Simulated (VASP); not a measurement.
Output of a VASP run:

**OSZICAR**
```
       N       E                     dE             d eps       ncg     rms          rms(c)
DAV:   1     0.303372168731E+02    0.30337E+02   -0.75739E+03   720   0.120E+03
DAV:   2    -0.347026979335E+02   -0.65040E+02   -0.59546E+02  1068   0.186E+02
DAV:   3    -0.374371381732E+02   -0.27344E+01   -0.27217E+01   956   0.393E+01
DAV:   4    -0.374700477446E+02   -0.32910E-01   -0.32890E-01   868   0.510E+00
DAV:   5    -0.374706298328E+02   -0.58209E-03   -0.58197E-03   944   0.640E-01    0.131E+01
DAV:   6    -0.334586142181E+02    0.40120E+01   -0.11927E+01   872   0.220E+01    0.600E+00
DAV:   7    -0.333173685009E+02    0.14125E+00   -0.10022E+00   908   0.673E+00    0.246E+00
DAV:   8    -0.332792922474E+02    0.38076E-01   -0.58827E-02   828   0.174E+00    0.649E-01
DAV:   9    -0.332753207318E+02    0.39715E-02   -0.70283E-03   892   0.636E-01    0.128E-01
DAV:  10    -0.332753638900E+02   -0.43158E-04   -0.47405E-04   844   0.164E-01    0.630E-02
DAV:  11    -0.332753640190E+02   -0.12902E-06   -0.20086E-05   908   0.397E-02    0.171E-02
DAV:  12    -0.332753627224E+02    0.12966E-05   -0.26226E-06   680   0.112E-02    0.537E-03
DAV:  13    -0.332753626654E+02    0.56994E-07   -0.90488E-07   512   0.604E-03
   1 F= -.33275363E+02 E0= -.33275363E+02  d E =-.332754E+02
```

### OUTCAR
```
------------------------ aborting loop because EDIFF is reached ----------------------------------------
  FORCE on cell =-STRESS in cart. coord.  units (eV):
  Direction    XX          YY          ZZ          XY          YZ          ZX
  --------------------------------------------------------------------------------------
  Total        0.0088108      0.0088108     -0.0348528      0.0000000      0.0000000      0.0000000
  in kB        0.3472241      0.3472242     -1.3735053      0.0000000      0.0000000      0.0000000
  external PRESSURE =      -0.2263523 kB  Pullay stress =       0.0000000 kB
  volume of cell :       40.66
      direct lattice vectors                 reciprocal lattice vectors
     3.058058443  0.000000000  0.000000000     0.327004869  0.188796331  0.000000000
    -1.529029221  2.648356555  0.000000000     0.000000000  0.377592661  0.000000000
     0.000000000  0.000000000  5.019907027     0.000000000  0.000000000  0.199206877
  FREE ENERGIE OF THE ION-ELECTRON SYSTEM (eV)
  ---------------------------------------------------
  free  energy   TOTEN  =       -33.2753626654 eV

  energy  without entropy=      -33.2753626654  energy(sigma->0) =      -33.27536267

 reached required accuracy - stopping structural energy minimisation
```
(Selected blocks of OUTCAR.)

POSCAR:
```
SiC
1
    3.0580584426     0.0000000000    -0.0000000000
   -1.5290292213     2.6483565548     0.0000000000
    0.0000000000     0.0000000000     5.0199070266
Si C
2 2
Direct
  0.3333330000   0.6666670000   0.4995705109
  0.6666670000   0.3333330000   0.9995705109
  0.3333330000   0.6666670000   0.8754294891
  0.6666670000   0.3333330000   0.3754294891
```

Problem. Reconstruct the remaining input files.

Solution. This is not unique; one that fits is the input of the run itself, LDA (Ceperley-Alder, Perdew-Zunger), plane waves, VASP's LDA PAW potentials (set 64).

### INCAR
```
SYSTEM = SiC
PREC = Accurate
ENCUT = 520
EDIFF = 1E-6
NELM = 100
ALGO = Normal
LREAL = .FALSE.
LASPH = .TRUE.
ISMEAR = 0
SIGMA = 0.05
LWAVE = .FALSE.
LCHARG = .FALSE.
IBRION = 2
ISIF = 3
NSW = 60
EDIFFG = -0.02
```

### KPOINTS
```
kpoints
0
G
  8 8 4
0 0 0
```

POTCAR, in this order: Si C (LDA.64 set). Program: vasp_std.

The structure comes from a computed database's SiC entry (P6_3mc); how it stands against other phases isn't given here. It was relaxed first. The start is the result of an earlier pass.
